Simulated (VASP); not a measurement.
An input for Quantum ESPRESSO's pw.x (written as the equivalent of a VASP run, and not itself run):

```
&CONTROL
  calculation = 'scf'
  pseudo_dir = './pseudo'
  outdir = './out'
  tprnfor = .true.
  tstress = .true.
/
&SYSTEM
  ibrav = 0
  nat = 4
  ntyp = 1
  ecutwfc = 82
  occupations = 'tetrahedra'
  input_dft = 'pbe'
  vdw_corr = 'grimme-d3'
  dftd3_version = 3
  dftd3_threebody = .false.
/
&ELECTRONS
  conv_thr = 7.3e-09
  electron_maxstep = 100
/
ATOMIC_SPECIES
  C 12.011 C.upf
CELL_PARAMETERS angstrom
     1.2332834   -2.1361089    0.0000000
     1.2332834    2.1361089    0.0000000
     0.0000000    0.0000000    6.9523761
ATOMIC_POSITIONS crystal
  C    0.0000000  0.0000000  0.2500000
  C    0.0000000  0.0000000  0.7500000
  C    0.3333330  0.6666670  0.2500000
  C    0.6666670  0.3333330  0.7500000
K_POINTS automatic
  11 11 4 0 0 0
```

Problem. Translate this input to VASP (INCAR, KPOINTS, POSCAR, choice of POTCAR).

Solution. This is not unique; one that fits is 
File KPOINTS:
```
Automatic mesh
0
Gamma
11 11 4
0 0 0
```

### POSCAR
```
C
1
    1.2332833568    -2.1361089369     0.0000000000
    1.2332833568     2.1361089369     0.0000000000
    0.0000000000     0.0000000000     6.9523761046
C
4
Direct
  0.0000000000   0.0000000000   0.2500000000
  0.0000000000   0.0000000000   0.7500000000
  0.3333330000   0.6666670000   0.2500000000
  0.6666670000   0.3333330000   0.7500000000
```

INCAR:
```
! general
SYSTEM=C
PREC  =Accurate
ENCUT =520
LREAL =.False.   ! projection in real space or not
LASPH =.True.   ! aspherical one-centre terms

! electronic loop
EDIFF =1E-7   ! SCF stop (eV)
NELM  =100   ! most electronic steps
ALGO  =Normal   ! blocked Davidson

! smearing
ISMEAR=-5   ! tetrahedra, Bloechl

! functional
GGA   =PE
IVDW  =11   ! D3, zero damping

! ions
ISIF  =2

! output
LWAVE =.False.
LCHARG=.True.
LORBIT=11
NEDOS =601

! other
LEFG  =.True.
```

POTCAR, in this order: C (PBE.64 set). Program: vasp_std.

Limits of the translation: the potentials are each code's own (VASP's PAW set, PseudoDojo norm-conserving files in pw.x), so ENCUT and ecutwfc are chosen apart and not converted; conv_thr bounds pw.x's estimated SCF error, while EDIFF bounds the energy change between steps; the field gradients of LEFG aren't asked of the other code.

The compound is C in the graphite structure. It was relaxed first.
